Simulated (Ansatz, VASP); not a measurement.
## Zr3MoC: VASP beside Ansatz

```
Zr Mo C
1.0
     4.94251    0.00000    0.00000
     0.00000    4.94251    0.00000
     0.00000    0.00000    4.94251
Zr Mo C
3 1 1
Direct
  0.50000 0.00000 0.00000
  0.00000 0.50000 0.00000
  0.00000 0.00000 0.50000
  0.00000 0.00000 0.00000
  0.50000 0.50000 0.50000
```

Alike in both runs: functional PBE; k mesh 8 × 8 × 8; occupations gaussian, width 0.1 eV; no spin polarisation.

Ansatz relaxed the structure, and its values are those at the end. VASP's run is a single point on that final structure, the one shown.

|  | VASP | Ansatz |
| --- | --- | --- |
| version | VASP 6.6.1 | Ansatz 0.2.0 |
| potentials or method | VASP PAW PBE potentials, release 64 (Zr_sv, Mo_sv, C) | scalar-relativistic, plane waves, PAW |
| plane-wave cutoff (eV) | 520 | 420 |
| valence electrons in the cell | 54 | 54 |

```csv
,VASP,Ansatz,Ansatz less VASP
gap on the k mesh at the Fermi level (eV),none,none,-
pressure (GPa),0.2,0.0,-0.23
```

A gap of «none» marks a metal or a gap that the smearing closes.
